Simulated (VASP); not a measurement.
An input for Ansatz (written as the equivalent of a VASP run, and not itself run):

Ansatz 0.2 input:
```yaml
crystal:
  lattice:
    - [1.9634461, -3.4007886, 0.0000000]
    - [1.9634461, 3.4007886, 0.0000000]
    - [0.0000000, 0.0000000, 5.1194274]
  atoms:
    - { symbol: Ni, position: [0.0000000, 0.0000000, 0.5000000] }
    - { symbol: Ni, position: [0.0000000, 0.0000000, 0.0000000] }
    - { symbol: Sb, position: [0.3333330, 0.6666670, 0.2500000] }
    - { symbol: Sb, position: [0.6666670, 0.3333330, 0.7500000] }
kpoints:
  mp_grid: { grid: [8, 8, 6] }
hamiltonian:
  xc: r2scan
  pseudopotentials: { kind: paw }
scf:
  occupations: { method: methfessel_paxton, width: 0.1 }
  max_iter: 100
relax:
  max_steps: 40
  f_tol: 0.01
  cell: { p_target: 5 }
output: { forces: true, stress: true, eigenvalues: true }
```

### Question
Write the VASP files for the same calculation (r2SCAN).

### Answer
One answer among several that fit: 
POSCAR:
```
NiSb
1
    1.9634461387    -3.4007886329    -0.0000000000
    1.9634461387     3.4007886329    -0.0000000000
    0.0000000000     0.0000000000     5.1194273620
Ni Sb
2 2
Direct
  0.0000000000   0.0000000000   0.5000000000
  0.0000000000   0.0000000000   0.0000000000
  0.3333330000   0.6666670000   0.2500000000
  0.6666670000   0.3333330000   0.7500000000
```

### KPOINTS
```
kpoints
0
Gamma
  8 8 6
0 0 0
```

### INCAR
```
ALGO = Normal
EDIFF = 1E-7
EDIFFG = -0.01
ENCUT = 480
IBRION = 2
ISIF = 3
ISMEAR = 1
LASPH = .True.
LCHARG = .False.
LMAXMIX = 4
LMIXTAU = .True.
LREAL = .False.
LWAVE = .False.
METAGGA = R2SCAN
NELM = 100
NSW = 40
PREC = Accurate
PSTRESS = 50
SIGMA = 0.1
SYSTEM = NiSb
```

POTCAR, in this order: Ni Sb (PBE.64 set). Program: vasp_std.

Limits of the translation: each code has its own PAW files, so the cut-off isn't converted (ENCUT is set for VASP's; basis.ecutwfc is left out, and Ansatz then takes the one that its files recommend); Ansatz stops its SCF on the density residual and VASP on the energy change (EDIFF).

The compound is NiSb in the NiAs type structure. This run relaxes it under an external pressure of 5 GPa. Symmetry was kept, so distortions that lower it aren't found.
